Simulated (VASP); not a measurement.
Output of a VASP run:

**OSZICAR**
```
       N       E                     dE             d eps       ncg     rms          rms(c)
DAV:   1     0.441946943444E+01    0.44195E+01   -0.25675E+03   928   0.309E+02
DAV:   2    -0.105458347119E+02   -0.14965E+02   -0.14352E+02  1208   0.644E+01
DAV:   3    -0.109750057258E+02   -0.42917E+00   -0.42856E+00  1256   0.848E+00
DAV:   4    -0.109775716166E+02   -0.25659E-02   -0.25658E-02  1208   0.841E-01
DAV:   5    -0.109775943039E+02   -0.22687E-04   -0.22687E-04  1216   0.727E-02    0.451E+00
DAV:   6    -0.108763680391E+02    0.10123E+00   -0.44224E-02  1216   0.659E-01    0.273E+00
DAV:   7    -0.108279025822E+02    0.48465E-01   -0.93684E-02  1152   0.103E+00    0.143E-01
DAV:   8    -0.108292711599E+02   -0.13686E-02   -0.49769E-03  1024   0.275E-01    0.817E-02
DAV:   9    -0.108295007616E+02   -0.22960E-03   -0.18641E-04  1264   0.609E-02    0.568E-02
DAV:  10    -0.108295189663E+02   -0.18205E-04   -0.10665E-05  1208   0.146E-02    0.889E-03
DAV:  11    -0.108295221000E+02   -0.31337E-05   -0.44246E-06  1144   0.814E-03    0.471E-03
DAV:  12    -0.108295222533E+02   -0.15330E-06   -0.38991E-07  1112   0.293E-03
   1 F= -.10829522E+02 E0= -.10829522E+02  d E =-.406511E-11
```

OUTCAR:
```
------------------------ aborting loop because EDIFF is reached ----------------------------------------
  FORCE on cell =-STRESS in cart. coord.  units (eV):
  Direction    XX          YY          ZZ          XY          YZ          ZX
  --------------------------------------------------------------------------------------
  Total       -0.8405320     -0.8405320     -0.8405320      0.0000000      0.0000000      0.0000000
  in kB      -31.6872753    -31.6872753    -31.6872753      0.0000000      0.0000000      0.0000000
  external PRESSURE =     -31.6872753 kB  Pullay stress =       0.0000000 kB
  volume of cell :       42.50
      direct lattice vectors                 reciprocal lattice vectors
     0.000000000  2.769810000  2.769810000    -0.180517797  0.180517797  0.180517797
     2.769810000  0.000000000  2.769810000     0.180517797 -0.180517797  0.180517797
     2.769810000  2.769810000  0.000000000     0.180517797  0.180517797 -0.180517797
 POSITION                                       TOTAL-FORCE (eV/Angst)
 -----------------------------------------------------------------------------------
      0.00000      0.00000      0.00000        -0.000000     -0.000000      0.000000
      1.38491      1.38491      1.38491         0.000000      0.000000     -0.000000
 -----------------------------------------------------------------------------------
    total drift:                                0.000000      0.000000     -0.000000
  FREE ENERGIE OF THE ION-ELECTRON SYSTEM (eV)
  ---------------------------------------------------
  free  energy   TOTEN  =       -10.8295222533 eV

  energy  without entropy=      -10.8295222533  energy(sigma->0) =      -10.82952225
```
(Selected blocks of OUTCAR.)

### POSCAR
```
Si
1
    0.0000000000     2.7698100000     2.7698100000
    2.7698100000     0.0000000000     2.7698100000
    2.7698100000     2.7698100000     0.0000000000
Si
2
Direct
  0.0000000000   0.0000000000   0.0000000000
  0.2500000000   0.2500000000   0.2500000000
```

Q: Reconstruct the remaining input files.

A: One answer among several that fit: the input of the run itself, PBE GGA, plane waves, VASP's PBE PAW potentials (set 64).

KPOINTS:
```
Automatic mesh
0
G
  8 8 8
```

INCAR:
```
SYSTEM = Si
PREC = Accurate; ENCUT = 400; LREAL = .FALSE.
LASPH = .TRUE.; NBANDS = 16
EDIFF = 1E-6; NELM = 100; ALGO = Normal
ISMEAR = 0; SIGMA = 0.05
GGA = PE
ISIF = 2
LWAVE = .FALSE.; LCHARG = .FALSE.
```

POTCAR, in this order: Si (PBE.64 set). Program: vasp_std.

The compound is Si in the diamond structure. The cell was not relaxed at this level. The run is one of a series of settings (NBANDS = 16 against the base run), some of them coarse on purpose.
